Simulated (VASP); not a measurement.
Input:

```xyz
4
Lattice="3.7859 0.0000 0.0000 0.0000 3.7859 0.0000 0.0000 0.0000 3.7859" Properties=species:S:1:pos:R:3 pbc="T T T"
Cu     1.8930     0.0000     0.0000
Cu     0.0000     1.8930     0.0000
Cu     0.0000     0.0000     1.8930
N      0.0000     0.0000     0.0000
```

Method: PBE GGA with D3 dispersion (Becke-Johnson damping), VASP's PBE PAW potentials (set 64) (plane waves; VASP). Numerical set-up: 520 eV cut-off, 7×7×7 Γ-centred mesh, tetrahedra with Blöchl corrections, potentials Cu N.

Question: Predict the energy per atom (σ→0).

Answer: 
| Property | Result |
|---|---|
| energy per atom (σ→0) | -477.0 kJ/mol of atoms |

Only differences to runs with the same potentials and settings are physical.

The structure comes from a measured Cu3N entry (Pm-3m) of the Crystallography Open Database, whose conditions weren't checked. It was relaxed first.
